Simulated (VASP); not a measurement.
Here is the system:

```
Ge
1.0
    0.00000     2.88142     2.88142
    2.88142     0.00000     2.88142
    2.88142     2.88142     0.00000
Ge
2
Direct
  0.00000   0.00000   0.00000
  0.25000   0.25000   0.25000
```

Computed with r2SCAN+rVV10, VASP's PBE PAW potentials (set 64) (plane waves; VASP 6.6.1). Run with 520 eV cut-off, 8×8×8 Γ-centred mesh, Gaussian smearing of 0.050 eV, potentials Ge_d.

**Question.** Give the stress tensor in GPa (positive for a compressed cell).

**Answer.** 
```
-3.57   0.00   0.00
 0.00  -3.57   0.00
 0.00   0.00  -3.57
```
The pressure is its mean diagonal, -3.57 GPa.

The compound is Ge in the diamond structure. This cell is one point of a volume scan, at 1.06 of the reference volume.
